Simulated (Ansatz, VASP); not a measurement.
# Zn in two plane-wave programs, part 2 of 2

Wanted: the spread between two codes on one cell, functional and k mesh. The structure shown is frame 250 of Ansatz's trajectory.

VASP 6.6.1 and Ansatz 0.2.0.

So far: Set-up; Ansatz: dynamics, PBE.

## 3. VASP: single point, PBE

Level of this step: PBE; plane waves and PAW (Zn) (VASP).

The same cell, functional, mesh and smearing now go to VASP, with its own data sets.

Lines of VASP's logs that name or quote its potential files are left out, and so is its time.

The input, INCAR:

```
SYSTEM = Zn
PREC = Accurate
ENCUT = 400
EDIFF = 1E-06
NELM = 120
ISMEAR = -1
SIGMA = 0.062
LREAL = Auto
ALGO = Normal
GGA = PE
NBANDS = 336
LORBIT = 11
LWAVE = .FALSE.
LCHARG = .FALSE.
ISIF = 2
LASPH = .TRUE.
GGA_COMPAT = .FALSE.
NCORE = 2
```

The input, POSCAR:

```
Zn
1.0
    9.2567000000      0.0000000000      0.0000000000
    0.0000000000      9.2567000000      0.0000000000
    0.0000000000      0.0000000000      9.2567000000
Zn
48
Direct
    0.1874966241      0.1892683138      0.8842784146
    0.7645705273      0.0319228235      0.1573778993
    0.4452990807      0.1220413322      0.8044335454
    0.1088508864      0.2059265181      0.5589248868
    0.6423455443      0.6907645273      0.7876673112
    0.0504283384      0.3840137414      0.7955102790
    0.5419209870      0.1822463729      0.0688798384
    0.9738135621      0.1345511899      0.3023107587
    0.9626756836      0.7066017047      0.5251655558
    0.7197057267      0.0339969968      0.8368425033
    0.2539781996      0.9858156795      0.6819168818
    0.9972668446      0.0513573952      0.7876240993
    0.5452483066      0.9238605551      0.6704441108
    0.2153575248      0.7381140147      0.6150247929
    0.6079704430      0.9707563170      0.3774779349
    0.5204014390      0.9088660106      0.9751747383
    0.9146672140      0.4225695982      0.1298410881
    0.0357470805      0.5785323063      0.3064483023
    0.9158987544      0.3895664762      0.4656951181
    0.4486264003      0.6274590297      0.3141616343
    0.2372335714      0.8467056294      0.9050957685
    0.2326314993      0.7996586256      0.2038199358
    0.8493955729      0.2424730195      0.9693735348
    0.7579915089      0.5331057504      0.9447751358
    0.6486004732      0.7919993086      0.1955880605
    0.3264446293      0.0528914192      0.0927544373
    0.0497585533      0.9533202977      0.1155811466
    0.2837620318      0.5246146035      0.7922477773
    0.9149048797      0.7236812255      0.0501150518
    0.6251579937      0.4038372206      0.1770717426
    0.8017868139      0.5109704322      0.6706709735
    0.6724210572      0.7296336707      0.4919463740
    0.6059070727      0.4422094267      0.4529692007
    0.1720267482      0.5005455508      0.5499043936
    0.1710220705      0.5769334644      0.0443462573
    0.5499151966      0.3839381205      0.7530437413
    0.3722600927      0.3872438342      0.9952682922
    0.2331608457      0.0745622090      0.3597070230
    0.3869521536      0.8598420603      0.4501604243
    0.0078213618      0.6842611298      0.8024025841
    0.8194388929      0.9165685395      0.6146682943
    0.8683872222      0.8575626303      0.3507297417
    0.3961995095      0.2810288764      0.2768805298
    0.4434733760      0.6205775276      0.6020504067
    0.4411507341      0.1419080234      0.4987090432
    0.4650685449      0.6580638889      0.0447783767
    0.1403415904      0.2772802403      0.1329739540
    0.7222660343      0.2190737520      0.3604956410
```

The input, KPOINTS:

```
Automatic mesh
0
Gamma
1 1 1
0 0 0
```

The projector-augmented-wave data sets are Zn (PBE family, release 64).

Started as:

```sh
$ mpirun -np 8 vasp_gam
```

Numbers of over 12 decimals in the logs are rounded to 6 here.

What it wrote:

```text
[banner, memory and clock lines left out]
running    8 mpi-ranks, on    1 nodes
[...]
LDA part: xc-table for (Slater+PW92), standard interpolation
 POSCAR, INCAR and KPOINTS ok, starting setup
[...]
entering main loop
       N       E                     dE             d eps       ncg     rms          rms(c)
DAV:   1     0.627303107306E+04    0.62730E+04   -0.23873E+05   672   0.260E+03
DAV:   2     0.964693106532E+03   -0.53083E+04   -0.51911E+04   672   0.657E+02
DAV:   3     0.450781523533E+02   -0.91961E+03   -0.86762E+03   680   0.212E+02
DAV:   4    -0.367172701138E+02   -0.81795E+02   -0.73332E+02   736   0.672E+01
[...]
DAV:  15    -0.336848848609E+02    0.27663E-07   -0.63028E-05   688   0.619E-02    0.909E-03
DAV:  16    -0.336848869014E+02   -0.20406E-05   -0.33036E-05   688   0.347E-02    0.842E-03
DAV:  17    -0.336848864843E+02    0.41712E-06   -0.35545E-06   512   0.153E-02
   1 F= -.33684886E+02 E0= -.33544970E+02  d E =-.279833E+00
```

From OUTCAR (step 3):

```text
  Total       27.8321373     30.6671939     16.9530807     -0.8406283      3.9238049      3.1083569
  in kB       56.2197065     61.9463975     34.2444854     -1.6980326      7.9259152      6.2787457
  external PRESSURE =      50.8035298 kB  Pullay stress =       0.0000000 kB

 POSITION                                       TOTAL-FORCE (eV/Angst)
 -----------------------------------------------------------------------------------
      1.73560      1.75200      8.18550         0.761907     -0.504284      0.295337
      7.07740      0.29550      1.45680         0.009857      0.182147     -0.441960
      4.12200      1.12970      7.44640         0.108422      0.867106      0.298441
      1.00760      1.90620      5.17380        -0.068750      0.310440      0.257592
      5.94600      6.39420      7.29120        -0.884748      0.837486      0.085092
      0.46680      3.55470      7.36380        -0.963297      0.167930     -0.279287
      5.01640      1.68700      0.63760         1.091256     -0.696275     -0.553278
      9.01430      1.24550      2.79840        -0.328666      0.364021      0.429253
      8.91120      6.54080      4.86130         0.397429     -0.787679      1.015378
      6.66210      0.31470      7.74640         0.496193      0.770648      0.467023
      2.35100      9.12540      6.31230        -0.005478      0.461722     -0.761697
      9.23140      0.47540      7.29080        -0.854627      0.048502     -0.246546
      5.04720      8.55190      6.20610         0.104556     -0.539162     -0.561472
      1.99350      6.83250      5.69310        -0.366536      0.799981      0.837262
[...]
-----------------------------------------------------------------------------------
    total drift:                               -0.000909     -0.022773     -0.019863

  FREE ENERGIE OF THE ION-ELECTRON SYSTEM (eV)
  ---------------------------------------------------
  free  energy   TOTEN  =       -33.6848864843 eV

  energy  without entropy=      -33.4050539463  energy(sigma->0) =      -33.54497022

[... 3 further parts left out ...]
[key lines of the parts left out:]
E-fermi :   2.3995
```

The gap is under twice the smearing width, so the edge states are partly filled and the run can't tell a small gap from a semimetal.

## 4. Differences

Known differences besides the potentials themselves: the cutoff is 420 eV in Ansatz and 400 eV in VASP (PREC = Accurate, projectors in real space). Total energies have different zeros and are not compared.

Forces on 7 of the 48 atoms, those with the largest forces and the largest differences (eV/Å; atoms numbered as in POSCAR):

| atom | Ansatz x, y, z | VASP x, y, z |
| --- | --- | --- |
| Zn5 | -0.875, 0.819, 0.085 | -0.885, 0.837, 0.085 |
| Zn7 | 1.073, -0.695, -0.544 | 1.091, -0.696, -0.553 |
| Zn9 | 0.392, -0.774, 1.000 | 0.397, -0.788, 1.015 |
| Zn26 | -1.310, -0.324, 0.129 | -1.326, -0.333, 0.135 |
| Zn34 | -0.701, -1.136, -0.428 | -0.700, -1.165, -0.444 |
| Zn42 | 0.131, 0.584, -1.229 | 0.141, 0.598, -1.252 |
| Zn45 | 0.570, -0.001, 1.088 | 0.579, 0.013, 1.110 |

The forces differ by 9.6 meV/Å r.m.s., which is 1.9 % of the r.m.s. force of 0.503 eV/Å (both taken over all components).

## 5. Summary of results

| Item | Value |
| --- | --- |
| r.m.s. force difference (single point, PBE) | 1.9 % of the r.m.s. force |

The r.m.s. force difference is 1.9 % of the r.m.s. force (single point, PBE), within the 3 % picked in this series as the mark of a large difference. 2 further runs of this series are not shown here. How closely two codes agree says nothing of how well the functional describes the real material.

[Lines on the potential files, build, host, timing and source positions are cut from VASP's logs without a mark.]

[Logs are printed without paths, hosts, clocks, repeated set-up lines and the standing remarks that a program may print on its own settings, such as how far it seeks lower states.]

[Hosts, paths, dates, database ids (printed as entryN), source tags and the programs' standing remarks are cut or masked in the printed files.]
